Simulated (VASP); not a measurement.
Data:

```yaml
crystal:
  lattice:
    - [3.58833, 0.00000, 0.00000]
    - [-1.79416, 3.10758, 0.00000]
    - [0.00000, 0.00000, 5.50147]
  atoms:
    - { symbol: Ho, position: [0.33333, 0.66667, 0.25000] }
    - { symbol: Ho, position: [0.66667, 0.33333, 0.75000] }
```

Level of theory: PBE GGA, VASP's PBE PAW potentials (set 64) (plane waves; VASP 6.6.1). Run with 300 eV cut-off, 11×11×7 Γ-centred mesh, Gaussian smearing of 0.050 eV, potentials Ho.

The run has a spin-polarised start.

### Question
Give the spin-up energies of bands 15 to 28 at the high-symmetry points, in eV from the Fermi level.

### Answer

| band | Γ | M | K | A | L | H |
|---|---|---|---|---|---|---|
| 15 | -2.75 | -2.36 | -2.31 | -2.76 | -2.32 | -2.27 |
| 16 | -2.37 | -2.24 | -2.29 | -2.76 | -2.32 | -2.27 |
| 17 | -2.26 | -2.23 | -2.29 | -2.35 | -2.25 | -2.27 |
| 18 | -2.26 | -2.21 | -2.19 | -2.35 | -2.25 | -2.27 |
| 19 | -2.26 | -2.21 | -2.19 | -2.23 | -2.19 | -2.24 |
| 20 | -2.23 | -2.17 | -2.17 | -2.23 | -2.19 | -2.24 |
| 21 | -2.23 | -2.00 | -1.91 | -2.23 | -1.93 | -1.91 |
| 22 | -2.21 | -1.94 | -1.91 | -2.23 | -1.93 | -1.91 |
| 23 | -2.07 | -1.78 | -0.66 | -2.04 | -1.77 | -0.30 |
| 24 | -1.88 | -1.20 | -0.66 | -2.04 | -1.77 | -0.30 |
| 25 | 1.47 | -0.69 | -0.62 | 1.40 | 0.34 | -0.16 |
| 26 | 2.22 | 0.08 | -0.26 | 1.40 | 0.34 | -0.16 |
| 27 | 2.22 | 1.78 | 1.53 | 2.07 | 1.85 | 0.75 |
| 28 | 2.76 | 1.98 | 1.53 | 2.07 | 1.85 | 0.75 |

### Question
Give the spin-down energies of bands 15 to 28 at the high-symmetry points, in eV from the Fermi level.

### Answer

```
band      Γ      M      K      A      L      H
----  -----  -----  -----  -----  -----  -----
15    -0.12  -0.17  -0.16  -0.09  -0.16  -0.16
16    -0.12  -0.07  -0.08  -0.09  -0.16  -0.16
17    -0.07  -0.04  -0.08  -0.09  -0.01   0.31
18    -0.07   0.00  -0.03  -0.09  -0.01   0.31
19     0.68   0.02   0.02   0.76   0.65   0.34
20     0.68   0.47   0.15   0.76   0.65   0.34
21     0.78   0.67   0.63   0.76   0.71   0.66
22     0.78   0.68   0.65   0.76   0.71   0.66
23     1.19   0.73   0.65   1.19   0.82   0.69
24     1.20   0.78   0.72   1.19   0.82   0.69
25     1.86   1.00   0.97   1.89   1.00   1.03
26     2.67   1.05   0.97   1.89   1.00   1.03
27     2.67   2.18   1.97   2.50   2.29   1.26
28     3.36   2.43   1.97   2.50   2.29   1.26
```

It has no gap at this level: it comes out as a metal or semimetal.

The structure comes from a computed database's Ho entry; how it stands against other phases isn't given here. The cell was not relaxed at this level.
